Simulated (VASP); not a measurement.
Input:

```
CELL_PARAMETERS angstrom
      0.00000     2.71297     2.71297
      2.71297     0.00000     2.71297
      2.71297     2.71297     0.00000
ATOMIC_POSITIONS crystal
  Ca 0.00000 0.00000 0.00000
  F  0.25000 0.25000 0.25000
  F  0.75000 0.75000 0.75000
```

Computed with PBEsol GGA, VASP's PBE PAW potentials (set 64) (plane waves; VASP 6.6.1). Run with PREC = Normal, EDIFF = 1E-5, 450 eV cut-off, 9×9×9 Γ-centred mesh, Gaussian smearing of 0.050 eV, potentials Ca_sv F.

At this cut-off the stress carries a Pulay error, which pulls relaxed volumes low.

**Question.** Give the stress tensor in GPa (positive for a compressed cell).

**Answer.** 
```
-2.12   0.00   0.00
 0.00  -2.12   0.00
 0.00   0.00  -2.12
```
The pressure is its mean diagonal, -2.12 GPa.

The compound is CaF2 in the fluorite structure. It was relaxed first.
